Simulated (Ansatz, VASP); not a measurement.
# Cross-check of SrMg3S3O between VASP and Ansatz, part 3 of 3

One calculation is typed for both programs; each brings its own data sets. How far apart do they land? The cell is generated by rule, not measured, and may not be a known phase. The cell is taken from a series of runs on this material, whose earlier steps may have relaxed, scaled, displaced or heated it; both programs get it as it stands.

VASP 6.6.1 and Ansatz 0.2.0.

So far: The structure; Ansatz: relaxation of cell and atoms, PBE, pair 1; VASP: relaxation of cell and atoms, PBE, pair 1; Comparison; VASP: relaxation of cell and atoms, PBE, pair 2; Ansatz: relaxation of cell and atoms, PBE, pair 2.

## (8) VASP: relaxation of cell and atoms, PBE, pair 3

Level of this step: PBE; plane waves and PAW (Mg, O, S, Sr_sv); invented cell (VASP).

The relaxed volume is the usual yardstick between codes: in a stiff, nearly cubic crystal its relative difference is about their pressure difference at one cell divided by the bulk modulus. Its start cell is another than that of the pair before, and may be another structure of the material.

INCAR

```
SYSTEM = SrMg3S3O
PREC = Accurate
ENCUT = 600
EDIFF = 1E-07
NELM = 120
ISMEAR = 0
SIGMA = 0.01
LREAL = .FALSE.
ALGO = Normal
GGA = PE
NBANDS = 28
LORBIT = 11
LWAVE = .FALSE.
LCHARG = .FALSE.
ISIF = 3
IBRION = 2
NSW = 80
EDIFFG = -0.005
LASPH = .TRUE.
GGA_COMPAT = .FALSE.
NELMIN = 4
EFERMI = MIDGAP
KPAR = 2
```

POSCAR

```
SrMg3S3O
1.0
    2.5859990000      2.5859990000      0.0000000000
   -2.5859990000      2.5859990000      0.0000000000
    0.0000000000      0.0000000000     10.8304790000
Mg O S Sr
3 1 3 1
Direct
    0.5000000000      0.5000000000      0.2472545305
    0.0000000000      0.0000000000      0.4999999538
    0.5000000000      0.5000000000      0.7527453772
    0.5000000000      0.5000000000      0.0000000000
    0.0000000000      0.0000000000      0.2622655009
    0.5000000000      0.5000000000      0.4999999538
    0.0000000000      0.0000000000      0.7377344991
    0.0000000000      0.0000000000      0.0000000000
```

KPOINTS

```
Automatic mesh
0
Gamma
8 8 2
0 0 0
```

PAW data sets: Mg, O, S and Sr_sv (PBE family, release 64).

The run is started by

```sh
mpirun -np 2 vasp_std
```

Numbers of over 12 decimals in the logs are rounded to 6 here.

The log of the run:

```text
[... set-up lines as in an earlier step ...]
 entering main loop
       N       E                     dE             d eps       ncg     rms          rms(c)
DAV:   1     0.220827737416E+03    0.22083E+03   -0.19550E+04  1680   0.142E+03
DAV:   2    -0.219826019709E+02   -0.24281E+03   -0.23578E+03  2176   0.241E+02
DAV:   3    -0.404631083829E+02   -0.18481E+02   -0.18402E+02  2184   0.684E+01
DAV:   4    -0.411104865124E+02   -0.64738E+00   -0.64659E+00  2800   0.105E+01
[...]
DAV:  14    -0.370632655972E+02    0.24852E-05   -0.16803E-05  2324   0.222E-02    0.122E-02
DAV:  15    -0.370632652534E+02    0.34388E-06   -0.39888E-06  2268   0.929E-03    0.667E-03
DAV:  16    -0.370632651697E+02    0.83662E-07   -0.41770E-07  2012   0.326E-03
   1 F= -.37063265E+02 E0= -.37063265E+02  d E =-.370633E+02
[... from here on, the cycles between the ionic steps are left out ...]
   2 F= -.37063394E+02 E0= -.37063394E+02  d E =-.128674E-03
   3 F= -.37063394E+02 E0= -.37063394E+02  d E =-.129293E-03
   4 F= -.37063422E+02 E0= -.37063422E+02  d E =-.274139E-04
   5 F= -.37063434E+02 E0= -.37063434E+02  d E =-.391726E-04
   6 F= -.37063446E+02 E0= -.37063446E+02  d E =-.120042E-04
   7 F= -.37063463E+02 E0= -.37063463E+02  d E =-.288905E-04
[...]
reached required accuracy - stopping structural energy minimisation
```

From OUTCAR (step 8):

```text
  Total       -0.0192416     -0.0192416      0.0290913      0.0000000      0.0000000     -0.0000000
  in kB       -0.2131216     -0.2131216      0.3222169      0.0000000      0.0000000     -0.0000000
  external PRESSURE =      -0.0346754 kB  Pullay stress =       0.0000000 kB

 POSITION                                       TOTAL-FORCE (eV/Angst)
 -----------------------------------------------------------------------------------
     -0.00000      2.58502      2.67984        -0.000000     -0.000000      0.003120
     -0.00000     -0.00000      5.41174         0.000000     -0.000000      0.000000
     -0.00000      2.58502      8.14363         0.000000      0.000000     -0.003120
     -0.00000      2.58502      0.00000        -0.000000     -0.000000      0.000000
     -0.00000     -0.00000      2.84232        -0.000000      0.000000     -0.000707
     -0.00000      2.58502      5.41174        -0.000000     -0.000000      0.000000
     -0.00000      5.17004      7.98115        -0.000000      0.000000      0.000707
     -0.00000      0.00000      0.00000         0.000000     -0.000000      0.000000
 -----------------------------------------------------------------------------------
    total drift:                               -0.000000      0.000000      0.000201

  FREE ENERGIE OF THE ION-ELECTRON SYSTEM (eV)
  ---------------------------------------------------
  free  energy   TOTEN  =       -37.0634625259 eV

  energy  without entropy=      -37.0634625259  energy(sigma->0) =      -37.06346253

[... 1 part as in an earlier step ...]

[... 3 further parts left out ...]
[key lines of the parts left out:]
E-fermi :   4.2056
```

## (9) Ansatz: relaxation of cell and atoms, PBE, pair 3

The same cell, functional and mesh now go to Ansatz, which takes its cutoff from its data sets.

The cell is taken from a series of runs on this material, whose earlier steps may have relaxed, scaled, displaced or heated it; both programs get it as it stands.

input.yaml

```yaml
crystal:
  lattice:
    - [2.5859988373, 2.5859988373, 0.0]
    - [-2.5859988373, 2.5859988373, 0.0]
    - [0.0, 0.0, 10.8304789316]
  atoms:
    - { symbol: Mg, position: [0.5, 0.5, 0.2472545772] }
    - { symbol: Mg, position: [0.0, 0.0, 0.5] }
    - { symbol: Mg, position: [0.5, 0.5, 0.7527454228] }
    - { symbol: O, position: [0.5, 0.5, 0.0] }
    - { symbol: S, position: [0.0, 0.0, 0.2622655209] }
    - { symbol: S, position: [0.5, 0.5, 0.5] }
    - { symbol: S, position: [0.0, 0.0, 0.7377344791] }
    - { symbol: Sr, position: [0.0, 0.0, 0.0] }
kpoints:
  mp_grid: { grid: [8, 8, 2] }
hamiltonian:
  xc: pbe
scf:
  occupations: { method: fixed }
output:
  forces: true
  stress: true
  eigenvalues: true
relax:
  adjacent_minimum: "off"
  f_tol: 0.001
  max_steps: 60
  cell: { stress_tol: 0.01 }
```

The run is started by

```sh
ansatz run input.yaml --threads 4 --pin off --max-ram 14336MiB --backend cpu --events-out ev --progress --plain --runs-dir out
```

The log of the run:

```text
[...]
Crystal: 8 atoms, lattice volume = 144.855 Å³
Basis set: ecut = 420 eV, 2821 PW (Γ), exchange–correlation on 50×50×150 points (8 copies of the dense FFT grid, shifted against one another)
Bands: 40, of which v1, the nominal top of the filled ones, is band 32 counted from 1 (31 counted from 0)
Symmetry: 16 space group operations
[...]
k-points: 30 of 128
[...]
- [2.585511, 2.585511, 0.0]
    - [-2.585511, 2.585511, 0.0]
    - [0.0, 0.0, 10.831134]
  atoms:
    - { symbol: Mg, position: [0.5, 0.5, 0.247238] }
    - { symbol: Mg, position: [0, 0, 0.500000] }
    - { symbol: Mg, position: [0.5, 0.5, 0.752762] }
    - { symbol: O, position: [0.5, 0.5, 0.0] }
    - { symbol: S, position: [0, 0, 0.262265] }
    - { symbol: S, position: [0.5, 0.5, 0.500000] }
    - { symbol: S, position: [0, 0, 0.737735] }
    - { symbol: Sr, position: [0, 0, 0.0] }
[key lines of the parts left out:]
SCF converged after 9 iterations
Free energy (F): -12600.374476 eV
Fermi energy:    6.409283 eV
P = ⅓ Tr σ = 0.0016 GPa (0.016 kbar)
```

## (10) Side by side

What differs besides the data sets and the points named for the pairs above, as far as they apply: the data sets hold 64 valence electrons in Ansatz (on its default PAW (the set named soft_2) files) and 40 in VASP. Total energies have different zeros and are not compared.

The two programs side by side:

```csv
quantity,Ansatz,VASP,difference
volume (Å³),144.81,144.65,+0.11 %
"edge a after relaxation, in the typed setting (Å)",3.656,3.656,+0.02 %
"edge c after relaxation, in the typed setting (Å)",10.831,10.823,+0.07 %
```

## (11) Outcome

```json
{
  "difference in volume (relaxation of cell and atoms, PBE, pair 1)": "0.13 %",
  "difference in volume (relaxation of cell and atoms, PBE, pair 2)": "0.14 %",
  "difference in volume (relaxation of cell and atoms, PBE, pair 3)": "0.11 %"
}
```

What this shows: The difference in volume is 0.14 % (relaxation of cell and atoms, PBE, pair 2), within the 1.2 % picked in this series as the mark of a large difference, as far as the stopping tolerances let one tell. The data sets hold unlike numbers of valence electrons (64 in Ansatz and 40 in VASP), so part of the differences comes from the potentials. 2 further runs of this series are not shown here. How closely two codes agree says nothing of how well the functional describes the real material.

[Lines on the potential files, build, host, timing and source positions are cut from VASP's logs without a mark.]

[Logs are printed without paths, hosts, clocks, repeated set-up lines and the standing remarks that a program may print on its own settings, such as how far it seeks lower states.]

[Hosts, paths, dates, database ids (printed as entryN), source tags and the programs' standing remarks are cut or masked in the printed files.]
